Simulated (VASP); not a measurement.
All values below come from vdW-DF-cx, VASP's PBE PAW potentials (set 64) (plane waves; VASP).

A VASP calculation is set up with these files.

**POSCAR**
```
MgI2
1
    2.0731365730    -3.5907774509    -0.0000000000
    2.0731365730     3.5907774509     0.0000000000
   -0.0000000000     0.0000000000     6.9202022166
Mg I
1 2
Direct
  0.0000000000   1.0000000000   0.0000000000
  0.3333330000   0.6666670000   0.2425061131
  0.6666670000   0.3333330000   0.7574938869
```

File KPOINTS:
```
Automatic mesh
0
gamma
 7 7 4
```

### INCAR
```
SYSTEM = MgI2
PREC = Accurate; ENCUT = 520; LREAL = .FALSE.
LASPH = .TRUE.
EDIFF = 1E-7; NELM = 100; ALGO = Normal
LMAXMIX = 4
ISMEAR = -5
GGA = CX; LUSE_VDW = .TRUE.; AGGAC = 0.0
ISIF = 2
LWAVE = .FALSE.; LCHARG = .TRUE.; LORBIT = 11
NEDOS = 601
LEFG = .TRUE.
```

POTCAR, in this order: Mg I (PBE.64 set). Program: vasp_std.

Question: What will the output report for the number of irreducible k-points (NKPTS), largest plane-wave count, number of space-group operations, FFT grid (NGX, NGY, NGZ)?

Answer: 
```yaml
number of irreducible k-points (NKPTS): 28
largest_plane_wave_count: 2804
number_of_space_group_operations: 12
FFT grid (NGX, NGY, NGZ): 32 × 32 × 54
```

The compound is MgI2 in the 1T layered structure. It was relaxed first.
